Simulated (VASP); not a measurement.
Computed with LDA (Ceperley-Alder, Perdew-Zunger), VASP's LDA PAW potentials (set 64) (plane waves; VASP).

Input for VASP

**KPOINTS**
```
Automatic mesh
0
Gamma
5 5 3
0 0 0
```

### POSCAR
```
Ba(MgAs)2
1.0
  4.4226343812   0.0000000000   0.0000000000
 -2.2113171906   3.8301138985   0.0000000000
  0.0000000000   0.0000000000   7.5967337066
Ba Mg As
1 2 2
direct
  1.0000000000   0.0000000000   0.0000000000
  0.6666670000   0.3333330000   0.3761148073
  0.3333330000   0.6666670000   0.6238851927
  0.6666670000   0.3333330000   0.7285135952
  0.3333330000   0.6666670000   0.2714864048
```

### INCAR
```
ALGO = Normal
EDIFF = 1E-6
EDIFFG = -0.02
ENCUT = 400
IBRION = 2
ISIF = 3
ISMEAR = 0
LASPH = .TRUE.
LCHARG = .FALSE.
LMAXMIX = 4
LREAL = .FALSE.
LWAVE = .FALSE.
NELM = 100
NSW = 60
PREC = Accurate
SIGMA = 0.05
SYSTEM = Ba(MgAs)2
```

POTCAR, in this order: Ba_sv Mg As (LDA.64 set). Program: vasp_std.

**Question.** Predict the energy per atom (σ→0).

**Answer.** 
The energy per atom (σ→0) is -4.313 eV/atom.

**OSZICAR**
```
...
DAV:   6    -0.217126893609E+02    0.10178E+01   -0.23933E+00   424   0.571E+00    0.327E+00
DAV:   7    -0.215743052137E+02    0.13838E+00   -0.78005E-01   504   0.339E+00    0.120E+00
DAV:   8    -0.215638764379E+02    0.10429E-01   -0.56217E-02   560   0.117E+00    0.196E-01
DAV:   9    -0.215631855101E+02    0.69093E-03   -0.51148E-03   512   0.338E-01    0.885E-02
DAV:  10    -0.215632206506E+02   -0.35141E-04   -0.30283E-04   552   0.953E-02    0.199E-02
DAV:  11    -0.215632191080E+02    0.15426E-05   -0.37425E-05   536   0.328E-02    0.107E-02
DAV:  12    -0.215632181824E+02    0.92560E-06   -0.94736E-06   536   0.139E-02
   1 F= -.21563218E+02 E0= -.21563218E+02  d E =-.215632E+02
```

The structure comes from a computed database's BaMg2As2 entry (P-3m1); how it stands against other phases isn't given here. It was relaxed first, which changed the volume by -5 %. The start is the result of an earlier pass.
